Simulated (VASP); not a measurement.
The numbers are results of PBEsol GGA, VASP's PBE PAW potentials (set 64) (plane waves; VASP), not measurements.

VASP ran on this input.

### KPOINTS
```
Automatic mesh
0
Gamma
8 8 8
0 0 0
```

POSCAR:
```
Ni3Fe
1.0
  3.3448097399   0.0000000000   0.0000000000
  0.0000000000   3.4841768124   0.0000000000
  0.0000000000   0.0000000000   3.3448097399
Fe Ni
1 3
Cart
  0.0000000000   0.0000000000   0.0000000000
  0.0000000000   1.7420884062   1.6724048700
  1.6724048700   0.0000000000   1.6724048700
  1.6724048700   1.7420884062   0.0000000000
```

**INCAR**
```
ALGO = Normal
EDIFF = 1E-7
EDIFFG = -0.01
ENCUT = 480
GGA = PS
IBRION = 2
ISIF = 2
ISMEAR = 1
ISPIN = 2
LASPH = T
LCHARG = F
LMAXMIX = 4
LORBIT = 10
LREAL = F
LWAVE = F
MAGMOM = 2.8 3*0.6
NELM = 100
NSW = 30
PREC = Accurate
SIGMA = 0.1
SYSTEM = Ni3Fe
```

POTCAR, in this order: Fe Ni (PBE.64 set). Program: vasp_std.

The run wrote:

OUTCAR:
```
 ion  position               nearest neighbor table
   1  0.000  0.000  0.000-   3 2.37   3 2.37   3 2.37   3 2.37   2 2.41   2 2.41   4 2.41   2 2.41
                             4 2.41   4 2.41   2 2.41   4 2.41
   2  0.000  0.500  0.500-   4 2.37   4 2.37   4 2.37   4 2.37   3 2.41   1 2.41   3 2.41   1 2.41
                             3 2.41   1 2.41   1 2.41   3 2.41
   3  0.500  0.000  0.500-   1 2.37   1 2.37   1 2.37   1 2.37   4 2.41   2 2.41   4 2.41   4 2.41
                             4 2.41   2 2.41   2 2.41   2 2.41
   4  0.500  0.500  0.000-   2 2.37   2 2.37   2 2.37   2 2.37   3 2.41   1 2.41   3 2.41   3 2.41
                             1 2.41   3 2.41   1 2.41   1 2.41
  LATTYP: Found a simple tetragonal cell.
 ALAT       =     3.3448097399
 C/A-ratio  =     1.0416666667
 Subroutine PRICEL returns:
 Original cell was already a primitive cell.
 Subroutine GETGRP returns: Found 16 space group operations
The static configuration has the point symmetry D_4h.
The dynamic configuration has the point symmetry D_4h.
The overall configuration has the point symmetry D_4h.
 Subroutine INISYM returns: Found 16 space group operations
 Subroutine IBZKPT returns following result:
 Found     75 irreducible k-points:

 Following reciprocal coordinates:
            Coordinates               Weight
  0.000000  0.000000  0.000000      1.000000
...
```

OSZICAR:
```
       N       E                     dE             d eps       ncg     rms          rms(c)
DAV:   1     0.232971120705E+03    0.23297E+03   -0.16515E+04  7900   0.207E+03
DAV:   2    -0.191044164458E+02   -0.25208E+03   -0.24305E+03  7572   0.367E+02
DAV:   3    -0.319620809849E+02   -0.12858E+02   -0.12293E+02  7671   0.117E+02
DAV:   4    -0.321321026462E+02   -0.17002E+00   -0.16962E+00  8184   0.140E+01
DAV:   5    -0.321370374412E+02   -0.49348E-02   -0.49345E-02 10352   0.198E+00    0.251E+01
DAV:   6    -0.281006437385E+02    0.40364E+01   -0.37777E+01  7630   0.947E+01    0.118E+01
DAV:   7    -0.282715249733E+02   -0.17088E+00   -0.61973E+00  8296   0.646E+01    0.150E+01
DAV:   8    -0.274749009721E+02    0.79662E+00   -0.42051E+00  8288   0.512E+01    0.538E+00
DAV:   9    -0.274789261292E+02   -0.40252E-02   -0.67742E-01 10271   0.185E+01    0.430E+00
DAV:  10    -0.274184504264E+02    0.60476E-01   -0.34100E-01  8533   0.208E+01    0.272E+00
DAV:  11    -0.273875989062E+02    0.30852E-01   -0.83730E-02  9728   0.874E+00    0.763E-01
DAV:  12    -0.273868311932E+02    0.76771E-03   -0.12606E-02  9002   0.136E+00    0.402E-01
DAV:  13    -0.273865106452E+02    0.32055E-03   -0.93480E-04 11167   0.420E-01    0.134E-01
DAV:  14    -0.273865183886E+02   -0.77434E-05   -0.15074E-04  7747   0.175E-01    0.578E-02
DAV:  15    -0.273865144000E+02    0.39886E-05   -0.21130E-05  9219   0.742E-02    0.170E-02
DAV:  16    -0.273865145061E+02   -0.10609E-06   -0.30805E-06  8518   0.302E-02    0.922E-03
DAV:  17    -0.273865148223E+02   -0.31619E-06   -0.59923E-07  7138   0.186E-02    0.208E-03
DAV:  18    -0.273865148197E+02    0.25916E-08   -0.16582E-07  4300   0.585E-03
   1 F= -.27386515E+02 E0= -.27386881E+02  d E =-.273865E+02  mag=     4.4722
```

File OUTCAR:
```
------------------------ aborting loop because EDIFF is reached ----------------------------------------
  FORCE on cell =-STRESS in cart. coord.  units (eV):
  Direction    XX          YY          ZZ          XY          YZ          ZX
  --------------------------------------------------------------------------------------
  Total        6.2702709      4.2628478      6.2702709     -0.0000000      0.0000000      0.0000000
  in kB      257.7234065    175.2134288    257.7234065     -0.0000000      0.0000000      0.0000000
  external PRESSURE =     230.2200806 kB  Pullay stress =       0.0000000 kB
  volume of cell :       38.98
      direct lattice vectors                 reciprocal lattice vectors
     3.344809740  0.000000000  0.000000000     0.298970667  0.000000000  0.000000000
     0.000000000  3.484176812  0.000000000     0.000000000  0.287011841  0.000000000
     0.000000000  0.000000000  3.344809740     0.000000000  0.000000000  0.298970667
 POSITION                                       TOTAL-FORCE (eV/Angst)
 -----------------------------------------------------------------------------------
      0.00000      0.00000      0.00000         0.000000      0.000000      0.000000
      0.00000      1.74209      1.67240         0.000000      0.000000      0.000000
      1.67240      0.00000      1.67240         0.000000      0.000000      0.000000
      1.67240      1.74209      0.00000         0.000000      0.000000      0.000000
 -----------------------------------------------------------------------------------
    total drift:                                0.000000     -0.000000     -0.000000
  FREE ENERGIE OF THE ION-ELECTRON SYSTEM (eV)
  ---------------------------------------------------
  free  energy   TOTEN  =       -27.3865148197 eV

  energy  without entropy=      -27.3876119744  energy(sigma->0) =      -27.38688054

 total charge

# of ion       s       p       d       tot
------------------------------------------
    1        0.533   0.625   6.241   7.399
    2        0.567   0.645   8.399   9.611
    3        0.570   0.648   8.395   9.613
    4        0.567   0.645   8.399   9.611
--------------------------------------------------
tot          2.237   2.562  31.435  36.234

 magnetization (x)

# of ion       s       p       d       tot
------------------------------------------
    1        0.008   0.003   2.702   2.713
    2       -0.015  -0.043   0.619   0.561
    3       -0.015  -0.040   0.651   0.596
    4       -0.015  -0.043   0.619   0.561
--------------------------------------------------
tot         -0.038  -0.122   4.591   4.430

 reached required accuracy - stopping structural energy minimisation
```
(Selected blocks of OUTCAR.)

The compound is Ni3Fe in the L1_2 structure. This cell was strained or had an atom moved on purpose.
